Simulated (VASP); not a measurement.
Data:

```yaml
crystal:
  lattice:
    - [0.00000, 2.65898, 2.65898]
    - [2.65898, 0.00000, 2.65898]
    - [2.65898, 2.65898, 0.00000]
  atoms:
    - { symbol: Yb, position: [0.00000, 0.00000, 0.00000] }
```

These are revTPSS meta-GGA, VASP's PBE PAW potentials (set 64) (plane waves; VASP) values and carry that method's errors. Numerical set-up: 520 eV cut-off, 10×10×10 Γ-centred mesh, tetrahedra with Blöchl corrections, potentials Yb_2.

The 4f electrons are frozen in the core of the lanthanide potential, so 4f levels, which can set the real gap, and their magnetism are missing.

Problem. Give the energies of bands 4 to 7 at the high-symmetry points, in eV from the Fermi level.

Solution. 
```csv
band,Γ,X,U,L,W
4,-5.02,-1.05,-0.27,-1.69,-0.02
5,3.17,0.34,0.24,0.22,0.87
6,3.17,1.58,1.22,2.93,0.87
7,3.17,6.97,4.69,2.93,2.81
```

It has no gap at this level: it comes out as a metal or semimetal.

The compound is Yb in the fcc structure. It was relaxed first, which changed the volume by -9 %.
